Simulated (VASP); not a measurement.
# ThIr2: accuracy against cost in the SCF solver and PAW data sets

Aim: find what the SCF solver and PAW data sets change for ThIr2, and what they cost. The series runs use PBEsol. The SCF solver tried: ALGO = Normal; ALGO = Fast; ALGO = VeryFast; ALGO = All; ALGO = Damped; AMIX = 0.1, BMIX = 0.01; AMIX = 0.8; IMIX = 1, AMIX = 0.2. The PAW data sets tried: minimal 64: Th Ir; recommended 54: Th Ir; gw 64: Th Ir_sv_GW; soft 64: Th_s Ir. The start is a cell from a database of measured crystal structures.

Calculated with VASP 6.6.1; PBEsol; plane waves and PAW (Th, Ir), in the first sound run; inputs show where later runs differ.

Most raw output is cut from this account.

## Step 1: Set-up

The structure is cubic, space group Fd-3m (No. 227). Conventional cell: a = 7.642 Å, b = 7.642 Å, c = 7.642 Å, α = 90.00°, β = 90.00°, γ = 90.00°. Th has 12 Ir at 3.17 Å and 4 Th at 3.31 Å nearest. Nearest to Ir lie 6 Ir at 2.70 Å and 6 Th at 3.17 Å. Farther neighbours are not listed.

## Step 2: SCF solver: ALGO = Normal

All solvers should reach one answer; they differ in cycles and robustness. PBEsol restores the gradient expansion of exchange and is tuned for the cells of solids.

Contents of INCAR:

```
SYSTEM = ThIr2
PREC = Accurate
ENCUT = 400
EDIFF = 1E-06
NELM = 100
ISMEAR = -1
SIGMA = 0.05
LREAL = .FALSE.
ALGO = Normal
GGA = PS
NBANDS = 37
LASPH = .TRUE.
LORBIT = 11
LWAVE = .FALSE.
LCHARG = .FALSE.
KPAR = 4
ISIF = 2
```

Contents of POSCAR:

```
ThIr2
1.0
    0.0000000000      3.8210000000      3.8210000000
    3.8210000000      0.0000000000      3.8210000000
    3.8210000000      3.8210000000      0.0000000000
Th Ir
2 4
Direct
    0.0000000000      0.0000000000      0.0000000000
    0.2500000000      0.2500000000      0.2500000000
    0.6250000000      0.6250000000      0.6250000000
    0.1250000000      0.6250000000      0.6250000000
    0.6250000000      0.6250000000      0.1250000000
    0.6250000000      0.1250000000      0.6250000000
```

Contents of KPOINTS:

```
Automatic mesh
0
Gamma
5 5 5
0 0 0
```

PAW data sets: Th and Ir (PBE family, release 64).

On the command line:

```
$ mpirun -np 4 vasp_std
```

Wall time 27 s (4 MPI ranks of Intel Xeon Platinum 8259CL at 2.50GHz (Skylake/Cascade Lake), shared host); peak memory 0.88 GiB; 1.7 min of CPU time.

The k-mesh is coarse for a metal. The PAW data sets were made with PBE, which is usual practice but a small mismatch for other functionals.

Numbers from this step:

```yaml
scf_cycles: 21
electrons: 60
bands: 37
irreducible_k_points: 10
symmetry_operations: 48
free_energy_toten: -60.3687 eV
energy_at_zero_smearing: -60.3382 eV
fermi_energy: 9.343 eV
pressure: -1.432 GPa
metallic: yes
```

The series starts at -10.0564 eV an atom and -1.43 GPa, after 21 cycles in 27 s.

## Step 3: SCF solver: ALGO = Fast

INCAR, as its differences from that of step 2:

```diff
@@ -8,3 +8,3 @@
 LREAL = .FALSE.
-ALGO = Normal
+ALGO = Fast
 GGA = PS
```

POSCAR is that of step 2.

KPOINTS is that of step 2.

On the command line:

```
$ mpirun -np 4 vasp_std
```

It took 34 s on 4 MPI ranks; peak memory 0.88 GiB.

Against the first of the series the energy stays within 0.01 meV an atom and the pressure within 0.01 GPa, after 25 cycles in 34 s.

## Step 4: SCF solver: ALGO = VeryFast

INCAR, as its differences from that of step 3:

```diff
@@ -8,3 +8,3 @@
 LREAL = .FALSE.
-ALGO = Fast
+ALGO = VeryFast
 GGA = PS
```

POSCAR is that of step 3.

KPOINTS is that of step 3.

On the command line:

```
$ mpirun -np 4 vasp_std
```

It took 48 s on 4 MPI ranks; peak memory 0.9 GiB; 3.2 min of CPU time.

Against the first of the series the energy stays within 0.01 meV an atom; the pressure moves by -0.01 GPa, after 43 cycles in 48 s.

## Step 5: SCF solver: ALGO = All

INCAR, as its differences from that of step 4:

```diff
@@ -8,3 +8,3 @@
 LREAL = .FALSE.
-ALGO = VeryFast
+ALGO = All
 GGA = PS
```

POSCAR is that of step 4.

KPOINTS is that of step 4.

On the command line:

```
$ mpirun -np 4 vasp_std
```

The job ended after 40 s (4 MPI ranks; peak memory 0.93 GiB).

Against the first of the series the energy stays within 0.01 meV an atom and the pressure within 0.01 GPa, after 24 cycles in 40 s.

## Step 6: SCF solver: ALGO = Damped

INCAR, as its differences from that of step 5:

```diff
@@ -8,3 +8,3 @@
 LREAL = .FALSE.
-ALGO = All
+ALGO = Damped
 GGA = PS
```

POSCAR is that of step 5.

KPOINTS is that of step 5.

On the command line:

```
$ mpirun -np 4 vasp_std
```

Run time: 86 s. Hardware: 4 MPI ranks; peak memory 0.93 GiB.

The electronic loop ended without reaching EDIFF, so its numbers are not used.

## Step 7: SCF solver: AMIX = 0.1, BMIX = 0.01

INCAR, as its differences from that of step 6:

```diff
@@ -8,3 +8,3 @@
 LREAL = .FALSE.
-ALGO = Damped
+ALGO = Normal
 GGA = PS
@@ -17 +17,3 @@
 ISIF = 2
+AMIX = 0.1
+BMIX = 0.01
```

POSCAR is that of step 6.

KPOINTS is that of step 6.

On the command line:

```
$ mpirun -np 4 vasp_std
```

It took 25 s on 4 MPI ranks; peak memory 0.88 GiB.

Against the first of the series the energy stays within 0.01 meV an atom and the pressure within 0.01 GPa, after 21 cycles in 25 s.

## Step 8: SCF solver: AMIX = 0.8

INCAR, as its differences from that of step 7:

```diff
@@ -17,3 +17,2 @@
 ISIF = 2
-AMIX = 0.1
-BMIX = 0.01
+AMIX = 0.8
```

POSCAR is that of step 7.

KPOINTS is that of step 7.

On the command line:

```
$ mpirun -np 4 vasp_std
```

Elapsed: 28 s, on 4 MPI ranks; peak memory 0.89 GiB; 1.8 min of CPU time.

Against the first of the series the energy stays within 0.01 meV an atom and the pressure within 0.01 GPa, after 23 cycles in 28 s.

## Step 9: SCF solver: IMIX = 1, AMIX = 0.2

INCAR, as its differences from that of step 8:

```diff
@@ -17,2 +17,3 @@
 ISIF = 2
-AMIX = 0.8
+IMIX = 1
+AMIX = 0.2
```

POSCAR is that of step 8.

KPOINTS is that of step 8.

On the command line:

```
$ mpirun -np 4 vasp_std
```

It took 36 s on 4 MPI ranks; peak memory 0.84 GiB; 2.3 min of CPU time.

Against the first of the series the energy stays within 0.01 meV an atom; the pressure moves by +0.01 GPa, after 32 cycles in 36 s.

## Step 10: The SCF solver series as a table

This step: convergence of PBEsol results with the solver; plane waves and PAW (VASP 6.6.1).

No new run; the numbers come from the runs before.

Differences are taken from the run with ALGO = Normal. Results of the series, by row:

| setting | status | energy less the reference (meV/atom) | pressure (GPa) | SCF cycles | wall time (s) |
| --- | --- | --- | --- | --- | --- |
| ALGO = Normal | converged | 0 | -1.432 | 21 | 27 |
| ALGO = Fast | converged | 0.002462 | -1.435 | 25 | 34 |
| ALGO = VeryFast | converged | 0.00114 | -1.443 | 43 | 48 |
| ALGO = All | converged | 6.43e-4 | -1.428 | 24 | 40 |
| ALGO = Damped | not_converged | - | - | - | 86 |
| AMIX = 0.1, BMIX = 0.01 | converged | -6.57e-4 | -1.433 | 21 | 25 |
| AMIX = 0.8 | converged | 3.95e-4 | -1.437 | 23 | 28 |
| IMIX = 1, AMIX = 0.2 | converged | 6.25e-4 | -1.425 | 32 | 36 |

## Step 11: PAW data sets: minimal 64: Th Ir

This step: PBEsol; plane waves and PAW (Th, Ir) (VASP 6.6.1).

Data sets differ in which electrons are valence and how hard the partial waves are.

INCAR, as its differences from that of step 9:

```diff
@@ -17,3 +17 @@
 ISIF = 2
-IMIX = 1
-AMIX = 0.2
```

POSCAR is that of step 9.

KPOINTS is that of step 9.

On the command line:

```
$ mpirun -np 4 vasp_std
```

It took 25 s on 4 MPI ranks; peak memory 0.88 GiB.

This step gave:

| Item | Value |
| --- | --- |
| SCF cycles | 21 |
| pressure | -1.432 GPa |

The series starts at -10.0564 eV an atom and -1.43 GPa, after 21 cycles in 25 s.

## Step 12: PAW data sets: recommended 54: Th Ir

INCAR is that of step 11.

POSCAR is that of step 11.

KPOINTS is that of step 11.

PAW data sets: Th and Ir (PBE family, release 54).

On the command line:

```
$ mpirun -np 4 vasp_std
```

The job ended after 26 s (4 MPI ranks; peak memory 0.89 GiB).

With 60 valence electrons the pressure is -1.43 GPa, +0.00 GPa from the first of the series, after 21 cycles in 26 s.

## Step 13: PAW data sets: GW 64: Th Ir sv GW

This step: PBEsol; plane waves and PAW (Th, Ir_sv_GW) (VASP 6.6.1).

INCAR, as its differences from that of step 12:

```diff
@@ -2,3 +2,3 @@
 PREC = Accurate
-ENCUT = 400
+ENCUT = 420
 EDIFF = 1E-06
@@ -10,3 +10,3 @@
 GGA = PS
-NBANDS = 37
+NBANDS = 57
 LASPH = .TRUE.
```

POSCAR is that of step 12.

KPOINTS is that of step 12.

The projector-augmented-wave data sets are Th and Ir_sv_GW (PBE family, release 64).

On the command line:

```
$ mpirun -np 4 vasp_std
```

It took 30 s on 4 MPI ranks; peak memory 0.94 GiB.

With 92 valence electrons the pressure is -2.86 GPa, -1.43 GPa from the first of the series, after 18 cycles in 30 s.

## Step 14: PAW data sets: soft 64: Th s Ir

This step: PBEsol; plane waves and PAW (Th_s, Ir) (VASP 6.6.1).

INCAR, as its differences from that of step 13:

```diff
@@ -2,3 +2,3 @@
 PREC = Accurate
-ENCUT = 420
+ENCUT = 400
 EDIFF = 1E-06
@@ -10,3 +10,3 @@
 GGA = PS
-NBANDS = 57
+NBANDS = 34
 LASPH = .TRUE.
```

POSCAR is that of step 13.

KPOINTS is that of step 13.

The projector-augmented-wave data sets are Th_s and Ir (PBE family, release 64).

On the command line:

```
$ mpirun -np 4 vasp_std
```

It took 17 s on 4 MPI ranks; peak memory 0.91 GiB; 66 s of CPU time.

With 56 valence electrons the pressure is -0.94 GPa, +0.49 GPa from the first of the series, after 14 cycles in 17 s.

## Step 15: The PAW data sets series as a table

This step: convergence of PBEsol results with the datasets; plane waves and PAW (VASP 6.6.1).

No new run; the numbers come from the runs before.

Results of the series, by row:

| setting | status | pressure (GPa) | SCF cycles | wall time (s) |
| --- | --- | --- | --- | --- |
| minimal 64: Th Ir, 400 eV | converged | -1.432 | 21 | 25 |
| recommended 54: Th Ir, 400 eV | converged | -1.432 | 21 | 26 |
| gw 64: Th Ir_sv_GW, 420 eV | converged | -2.859 | 18 | 30 |
| soft 64: Th_s Ir, 400 eV | converged | -0.9373 | 14 | 17.2 |

## Step 16: Results

```yaml
fewest_scf_cycles: ALGO = Normal; AMIX = 0.1, BMIX = 0.01 (21)
most_scf_cycles_among_converged_runs: ALGO = VeryFast (43)
spread_of_the_pressure_over_the_scf_solver: 0.0177 GPa
spread_of_the_energy_over_the_scf_solver: 0.00312 meV/atom
spread_of_the_pressure_over_the_paw_data_sets: 1.92 GPa
```

**Reading.** All SCF solvers that converged agree within 0.05 meV an atom. No setting beats the 27 s of ALGO = Normal by a fifth or more; the slowest converged run is ALGO = VeryFast, at 48 s. On a shared host such times are rough. The choice of data set moves the pressure between -2.86 GPa (gw 64: Th Ir_sv_GW) and -0.94 GPa (soft 64: Th_s Ir); the cutoffs differ too (400 and 420 eV). Data sets differ in their zero of energy, so energies are not compared. ALGO = Damped did not converge. Forces vanish by symmetry in this cell, so the series can't test them.

[Lines on the potential files, build, host, timing and source positions are cut from VASP's logs without a mark.]

[Logs are printed without paths, hosts, clocks, repeated set-up lines and the standing remarks that a program may print on its own settings, such as how far it seeks lower states.]

[Hosts, paths, dates, database ids (printed as entryN), source tags and the programs' standing remarks are cut or masked in the printed files.]

[A measured line is paired with the nearest computed mode of its activity, which favours agreement.]
